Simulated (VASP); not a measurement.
Consider the following.

```
CELL_PARAMETERS angstrom
      0.00000     2.33512     2.33512
      2.33512     0.00000     2.33512
      9.43210     9.43210    -0.09164
ATOMIC_POSITIONS crystal
  In 0.01856 0.01856 0.98608
  In 0.98548 0.98548 0.26089
  N  0.24503 0.24503 0.06623
  N  0.21295 0.21295 0.34029
  N  0.24895 0.24895 0.56329
  N  0.28405 0.28405 0.78696
  Al 0.98637 0.98637 0.51023
  Al 0.01862 0.01862 0.73604
```

Calculation: PBEsol GGA, VASP's PBE PAW potentials (set 64) (plane waves; VASP). Settings: 520 eV cut-off, 9×9×3 Γ-centred mesh, tetrahedra with Blöchl corrections, potentials In_d N Al.

Unless said otherwise, spin-orbit coupling is left out, though it shifts the bands of the heavy elements here.

Tabulate the total density of states (states/eV per cell) against energy (eV; zero at the valence-band maximum or, without a gap, the Fermi level).

(E (eV), DOS (states/eV)): (-9.94, 0.00); (-9.72, 0.00); (-9.49, 0.00); (-9.26, 0.00); (-9.04, 0.00); (-8.81, 0.00); (-8.47, 0.00); (-8.24, 0.00); (-8.02, 0.00); (-7.79, 0.00); (-7.56, 0.00); (-7.34, 0.00); (-7.11, 0.00); (-6.88, 0.00); (-6.66, 0.02); (-6.43, 0.36); (-6.20, 1.62); (-5.98, 2.11); (-5.64, 3.92); (-5.41, 4.63); (-5.18, 6.21); (-4.95, 4.48); (-4.73, 2.36); (-4.50, 1.53); (-4.27, 1.10); (-4.05, 2.45); (-3.82, 3.51); (-3.59, 4.34); (-3.37, 3.18); (-3.14, 4.13); (-2.80, 5.54); (-2.57, 6.24); (-2.35, 6.09); (-2.12, 6.19); (-1.89, 6.14); (-1.67, 6.15); (-1.44, 5.76); (-1.21, 4.18); (-0.99, 3.65); (-0.76, 2.55); (-0.53, 1.87); (-0.31, 0.92); (0.03, 0.02); (0.26, 0.00); (0.49, 0.00); (0.72, 0.01); (0.94, 0.03); (1.17, 0.08); (1.40, 0.18); (1.62, 0.27); (1.85, 0.33); (2.08, 0.39); (2.30, 0.51); (2.53, 1.02); (2.87, 1.99); (3.10, 1.25); (3.32, 1.23); (3.55, 2.37); (3.78, 3.27); (4.00, 2.33)
Within 2 eV below the valence-band maximum the largest weight inside VASP's projection spheres is N p.

The structure was generated: Al2In2N4 was put into an ordered model structure (R3m), which need not be its known phase. It was relaxed first.
